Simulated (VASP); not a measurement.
Computed with PBE GGA + U (Dudarev), VASP's PBE PAW potentials (set 64) (plane waves; VASP).

VASP ran on this input.

**INCAR**
```
SYSTEM=PW
PREC=Accurate; ENCUT=400; LREAL=.FALSE.
LASPH=.TRUE.
EDIFF=1E-6; NELM=100; ALGO=Normal
LMAXMIX=6
ISMEAR=0; SIGMA=0.05
GGA=PE
LDAUL=-1 2
LDAUU=0 1.0
LDAUJ=0 0
LDAU=.TRUE.; LDAUTYPE=2; LDAUPRINT=1
ISIF=2
LWAVE=.FALSE.; LCHARG=.FALSE.; LORBIT=10
```

**KPOINTS**
```
Automatic mesh
0
Gamma
6 6 5
0 0 0
```

**POSCAR**
```
PW
1
    1.9171090000    -5.0660280000     0.0000000000
    1.9171090000     5.0660280000     0.0000000000
    0.0000000000     0.0000000000     3.7780850000
P W
2 2
Direct
  0.5640000000   0.4360000000   0.2500000000
  0.4360000000   0.5640000000   0.7500000000
  0.8547500000   0.1452500000   0.2500000000
  0.1452500000   0.8547500000   0.7500000000
```

POTCAR, in this order: P W_sv (PBE.64 set). Program: vasp_std.

What VASP printed:

**OSZICAR**
```
       N       E                     dE             d eps       ncg     rms          rms(c)
DAV:   1     0.321052985029E+03    0.32105E+03   -0.19422E+04  2042   0.141E+03
DAV:   2    -0.144217946489E+02   -0.33547E+03   -0.33122E+03  1984   0.421E+02
DAV:   3    -0.316667940327E+02   -0.17245E+02   -0.16847E+02  2479   0.817E+01
DAV:   4    -0.322106053664E+02   -0.54381E+00   -0.52084E+00  2246   0.124E+01
DAV:   5    -0.322277667093E+02   -0.17161E-01   -0.17120E-01  2444   0.202E+00    0.187E+01
DAV:   6    -0.296896578824E+02    0.25381E+01   -0.29240E+01  2302   0.248E+01    0.555E+00
DAV:   7    -0.293383932189E+02    0.35126E+00   -0.31058E+00  2239   0.757E+00    0.380E+00
DAV:   8    -0.293084706324E+02    0.29923E-01   -0.24812E-01  2229   0.268E+00    0.537E-01
DAV:   9    -0.293058991055E+02    0.25715E-02   -0.23931E-02  2776   0.690E-01    0.231E-01
DAV:  10    -0.293059560987E+02   -0.56993E-04   -0.14063E-03  2210   0.321E-01    0.825E-02
DAV:  11    -0.293060097194E+02   -0.53621E-04   -0.13208E-04  2704   0.879E-02    0.219E-02
DAV:  12    -0.293060085362E+02    0.11832E-05   -0.16049E-05  1997   0.244E-02    0.645E-03
DAV:  13    -0.293060077483E+02    0.78789E-06   -0.23593E-06  1782   0.927E-03
   1 F= -.29306008E+02 E0= -.29301771E+02  d E =-.847325E-02
```

### OUTCAR
```
------------------------ aborting loop because EDIFF is reached ----------------------------------------
  FORCE on cell =-STRESS in cart. coord.  units (eV):
  Direction    XX          YY          ZZ          XY          YZ          ZX
  --------------------------------------------------------------------------------------
  Total      -16.0988084    -13.4879161     -8.3870540      0.0000000     -0.0000000      0.0000000
  in kB     -351.4699509   -294.4688262   -183.1065631      0.0000000     -0.0000000      0.0000000
  external PRESSURE =    -276.3484467 kB  Pullay stress =       0.0000000 kB
  volume of cell :       73.39
      direct lattice vectors                 reciprocal lattice vectors
     1.917109000 -5.066028000  0.000000000     0.260809375 -0.098696651  0.000000000
     1.917109000  5.066028000  0.000000000     0.260809375  0.098696651  0.000000000
     0.000000000  0.000000000  3.778085000     0.000000000  0.000000000  0.264684357
 POSITION                                       TOTAL-FORCE (eV/Angst)
 -----------------------------------------------------------------------------------
      1.91711     -0.64845      0.94452         0.000000     -2.602401      0.000000
      1.91711      0.64845      2.83356         0.000000      2.602401     -0.000000
      1.91711     -3.59435      0.94452         0.000000     -0.293247      0.000000
      1.91711      3.59435      2.83356         0.000000      0.293247      0.000000
 -----------------------------------------------------------------------------------
    total drift:                                0.000000     -0.000000     -0.000000
  FREE ENERGIE OF THE ION-ELECTRON SYSTEM (eV)
  ---------------------------------------------------
  free  energy   TOTEN  =       -29.3060077483 eV

  energy  without entropy=      -29.2975344934  energy(sigma->0) =      -29.30177112

 total charge

# of ion       s       p       d       tot
------------------------------------------
    1        1.075   1.284   0.000   2.359
    2        1.075   1.284   0.000   2.359
    3        2.282   6.108   3.186  11.576
    4        2.282   6.108   3.186  11.576
--------------------------------------------------
tot          6.715  14.783   6.373  27.871
```
(Selected blocks of OUTCAR.)

The structure was generated: PW was put into the CrB type (Cmcm), which need not be its known phase. The cell was not relaxed at this level. The k-mesh is coarse (spacing up to 0.33 per Å, 2π included), so the numbers may not be converged in it. The run is one of a series of settings (LDAU = .TRUE., LDAUJ = 0 0, LDAUL = -1 2, LDAUTYPE = 2, LDAUU = 0 1.0 against the base run), some of them coarse on purpose.
